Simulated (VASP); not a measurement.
**Au under a change of volume**

Wanted: the elastic response of Au to a change of volume, with a fit that predicts a row left out.

Program: VASP 6.6.1. Level of theory: PBEsol; plane waves and PAW (Au), in the first sound run; inputs show where later runs differ. Results are calculated unless marked as measured.

## (1) The starting structure

The structure is cubic, space group Fm-3m (No. 225). The conventional cell has a = 4.080 Å, b = 4.080 Å, c = 4.080 Å, α = 90.00°, β = 90.00°, γ = 90.00°. Au has 12 Au at 2.88 Å nearest.

As a file:

```cif
data_structure
_symmetry_space_group_name_H-M 'P 1'
_symmetry_Int_Tables_number 1
_cell_length_a 2.8850
_cell_length_b 2.8850
_cell_length_c 2.8850
_cell_angle_alpha 60.000
_cell_angle_beta 60.000
_cell_angle_gamma 60.000
_cell_volume 16.98
loop_
_atom_site_label
_atom_site_type_symbol
_atom_site_fract_x
_atom_site_fract_y
_atom_site_fract_z
_atom_site_occupancy
Au1 Au 0.00000 0.00000 0.00000 1
```

## (2) Relax the crystal, PBEsol

The series starts from the cell that this level prefers, so that zero strain is near zero stress.

Level: PBEsol; plane waves and PAW (Au).

Input file INCAR:

```
SYSTEM = Au
PREC = Accurate
ENCUT = 450
EDIFF = 1E-07
NELM = 120
ISMEAR = 1
SIGMA = 0.15
LREAL = .FALSE.
ALGO = Normal
GGA = PS
NBANDS = 11
LASPH = .TRUE.
LORBIT = 11
LWAVE = .FALSE.
LCHARG = .FALSE.
KPAR = 8
IBRION = 2
NSW = 40
ISIF = 3
EDIFFG = -0.005
POTIM = 0.4
```

Input file POSCAR:

```
Au
1.0
    0.0000000000      2.0400000000      2.0400000000
    2.0400000000      0.0000000000      2.0400000000
    2.0400000000      2.0400000000      0.0000000000
Au
1
Direct
    0.0000000000      0.0000000000      0.0000000000
```

Input file KPOINTS:

```
Automatic mesh
0
Gamma
25 25 25
0 0 0
```

PAW data sets: Au (PBE family, release 64).

The run is started by

```
$ mpirun -np 8 vasp_std
```

The program printed:

```text
[banner, memory and clock lines left out]
running    8 mpi-ranks, on    1 nodes
[...]
|                                                                             |
|           W    W    AA    RRRRR   N    N  II  N    N   GGGG   !!!           |
|           W    W   A  A   R    R  NN   N  II  NN   N  G    G  !!!           |
|           W    W  A    A  R    R  N N  N  II  N N  N  G       !!!           |
|           W WW W  AAAAAA  RRRRR   N  N N  II  N  N N  G  GGG   !            |
|           WW  WW  A    A  R   R   N   NN  II  N   NN  G    G                |
|           W    W  A    A  R    R  N    N  II  N    N   GGGG   !!!           |
|                                                                             |
|     For optimal performance we recommend to set                             |
|       NCORE = 2 up to number-of-cores-per-socket                            |
|     NCORE specifies how many cores store one orbital (NPAR=cpu/NCORE).      |
|     This setting can greatly improve the performance of VASP for DFT.       |
[...]
DAV:   2    -0.392253276405E+01    0.35340E-03   -0.10706E-03 10385   0.274E-01    0.480E-02
DAV:   3    -0.392251600999E+01    0.16754E-04   -0.64141E-05 11351   0.650E-02    0.347E-02
DAV:   4    -0.392251432790E+01    0.16821E-05   -0.25816E-06 10700   0.117E-02    0.760E-04
DAV:   5    -0.392251428037E+01    0.47532E-07   -0.43753E-08  8373   0.184E-03
   2 F= -.39225143E+01 E0= -.39222491E+01  d E =0.254029E-05
 trial-energy change:    0.000003  1 .order    0.000001   -0.000026    0.000029
 step:   0.4429(harm=  0.4753)  dis= 0.00000  next Energy=    -3.922522 (dE=-0.564E-05)
[...]
N       E                     dE             d eps       ncg     rms          rms(c)
DAV:   1    -0.392263721498E+01   -0.12289E-03   -0.21182E-03 10472   0.450E-01    0.638E-02
DAV:   2    -0.392252546411E+01    0.11175E-03   -0.33218E-04 10346   0.153E-01    0.265E-02
DAV:   3    -0.392252149320E+01    0.39709E-05   -0.19923E-05 11351   0.362E-02    0.192E-02
DAV:   4    -0.392252242190E+01   -0.92870E-06   -0.81406E-07 10673   0.655E-03    0.589E-04
DAV:   5    -0.392252244419E+01   -0.22291E-07   -0.13026E-08  5920   0.103E-03
   3 F= -.39225224E+01 E0= -.39222574E+01  d E =-.562353E-05
[...]
reached required accuracy - stopping structural energy minimisation
```

Elapsed: 11 s, on 8 MPI ranks of Intel Xeon 6975P-C (Granite Rapids), shared host; peak memory 1.4 GiB; 69 s of CPU time.

Lines that name or quote the potential files are left out of all logs, and their timing lines are given in words.

Parts of OUTCAR (step 2):

```text
  Total        0.0004655      0.0004655      0.0004655     -0.0000000     -0.0000000     -0.0000000
  in kB        0.0438886      0.0438886      0.0438886     -0.0000000     -0.0000000     -0.0000000
  external PRESSURE =       0.0438886 kB  Pullay stress =       0.0000000 kB

 POSITION                                       TOTAL-FORCE (eV/Angst)
 -----------------------------------------------------------------------------------
      0.00000      0.00000      0.00000         0.000000      0.000000      0.000000
 -----------------------------------------------------------------------------------
    total drift:                                0.000000      0.000000      0.000000

  FREE ENERGIE OF THE ION-ELECTRON SYSTEM (eV)
  ---------------------------------------------------
  free  energy   TOTEN  =        -3.9225224442 eV

  energy  without entropy=       -3.9217273510  energy(sigma->0) =       -3.92225741

 reached required accuracy - stopping structural energy minimisation

[... 3 further parts left out ...]
[key lines of the parts left out:]
E-fermi :   9.3615
```

Numbers from this step:

* energy(sigma→0) of the program: -3.9223 eV
* stress, compression positive: xx, yy, zz 0.00, 0.00, 0.00 GPa
* volume: 16.992 Å³
* ionic steps: 3

## (3) Relax at fixed volume, PBEsol

One member in full: the volume is scaled by 0.99, and the cell is held.

Level: PBEsol; plane waves and PAW (Au).

INCAR: that of step 2 with these lines changed.

```diff
@@ -15,7 +15,8 @@
 LCHARG = .FALSE.
-KPAR = 8
+KPAR = 2
 IBRION = 2
 NSW = 40
-ISIF = 3
-EDIFFG = -0.005
+ISIF = 2
+EDIFFG = -0.004
 POTIM = 0.4
+MAXMIX = 40
```

Input file POSCAR:

```
Au
1.0
    0.0000000000      2.0336972735      2.0336972735
    2.0336972735      0.0000000000      2.0336972735
    2.0336972735      2.0336972735      0.0000000000
Au
1
Direct
    0.0000000000      0.0000000000      0.0000000000
```

KPOINTS is that of step 2.

The run is started by

```
$ mpirun -np 2 vasp_std
```

The program printed:

```text
[banner, memory and clock lines left out]
running    2 mpi-ranks, on    1 nodes
[...]
[... a notice as in an earlier step ...]

 LDA part: xc-table for (Slater+PW92), standard interpolation
 POSCAR, INCAR and KPOINTS ok, starting setup
[...]
entering main loop
       N       E                     dE             d eps       ncg     rms          rms(c)
DAV:   1     0.408901623704E+02    0.40890E+02   -0.52071E+03 10930   0.785E+02
DAV:   2    -0.375999470126E+01   -0.44650E+02   -0.41883E+02 11318   0.177E+02
DAV:   3    -0.426083038838E+01   -0.50084E+00   -0.50017E+00 11535   0.184E+01
DAV:   4    -0.426245151937E+01   -0.16211E-02   -0.16211E-02 11255   0.121E+00
[...]
DAV:   9    -0.392154119717E+01    0.11139E-04   -0.94018E-06 11297   0.301E-02    0.125E-02
DAV:  10    -0.392154461111E+01   -0.34139E-05   -0.11217E-06 11168   0.893E-03    0.113E-03
DAV:  11    -0.392154470034E+01   -0.89227E-07   -0.52313E-08  7104   0.202E-03
   1 F= -.39215447E+01 E0= -.39212806E+01  d E =-.392154E+01
[...]
reached required accuracy - stopping structural energy minimisation
```

The job ended after 17 s (2 MPI ranks; peak memory 0.34 GiB; 27 s of CPU time).

From OUTCAR (step 3):

```text
  Total        0.1906281      0.1906281      0.1906281      0.0000000     -0.0000000      0.0000000
  in kB       18.1555190     18.1555190     18.1555190      0.0000000     -0.0000000      0.0000000
  external PRESSURE =      18.1555190 kB  Pullay stress =       0.0000000 kB

  FREE ENERGIE OF THE ION-ELECTRON SYSTEM (eV)
  ---------------------------------------------------
  free  energy   TOTEN  =        -3.9215447003 eV

  energy  without entropy=       -3.9207522692  energy(sigma->0) =       -3.92128056

[... 3 parts as in an earlier step ...]

[... 2 further parts left out ...]
[key lines of the parts left out:]
E-fermi :   9.5362
```

Numbers from this step:

- energy(sigma→0) of the program: -3.9213 eV
- stress, compression positive: xx, yy, zz 1.82, 1.82, 1.82 GPa
- ionic steps: 1

## (4) The whole series

The other members went through these steps as far as the tables show, with the same cutoff and, step by step, the same mesh; 8 runs are not shown. The session took 0.094 core hours (wall time by ranks) on a shared machine.

| volume over the relaxed volume | volume (Å³/atom) | pressure (GPa) | energy above the unstrained row, extrapolated to no smearing (meV/atom) |
| --- | --- | --- | --- |
| 0.940 | 15.973 | 12.948 | 38.601 |
| 0.960 | 16.313 | 8.042 | 16.407 |
| 0.980 | 16.652 | 3.752 | 3.947 |
| 0.990 | 16.822 | 1.816 | 0.980 |
| 1 | 16.992 | 0.007 | 0.000 |
| 1.010 | 17.162 | ? | ? |
| 1.020 | 17.332 | -3.256 | 3.478 |
| 1.040 | 17.672 | -6.093 | 13.405 |
| 1.060 | 18.012 | -8.565 | 28.946 |

## (5) Stress from the known rows

Fitting a cubic to the 8 known rows (u: logarithm of the volume ratio) gives pressure = − 706.5 u³ + 513.8 u² − 174.7 u + 0.007433 in GPa; the residuals are 6.9e-4 GPa r.m.s.

For the withheld row, u = 0.009950, the fit gives -1.680 GPa.

## (6) Checking the prediction

The calculation gives -1.681 GPa, so the prediction is 0.001 GPa too high.

A cubic of the pressure in ln(V/V₀) through all rows has the slope −B at V₀: B = 175 GPa, and its curvature gives B′ = 5.9.

## (7) Summary of results

```json
{"error of the predicted pressure": "0.001 GPa", "bulk modulus": "175 GPa"}
```

**Reading.** These are static values: temperature and zero-point motion are left out. In a metal the slopes also depend on mesh and smearing, which were held through the series.

[Lines on the potential files, build, host, timing and source positions are cut from VASP's logs without a mark.]

[Logs are printed without paths, hosts, clocks, repeated set-up lines and the standing remarks that a program may print on its own settings, such as how far it seeks lower states.]

[Hosts, paths, dates, database ids (printed as entryN), source tags and the programs' standing remarks are cut or masked in the printed files.]

[In band tables of VASP the shares of atoms and orbitals are scaled to a sum of 1 inside the atoms' spheres.]
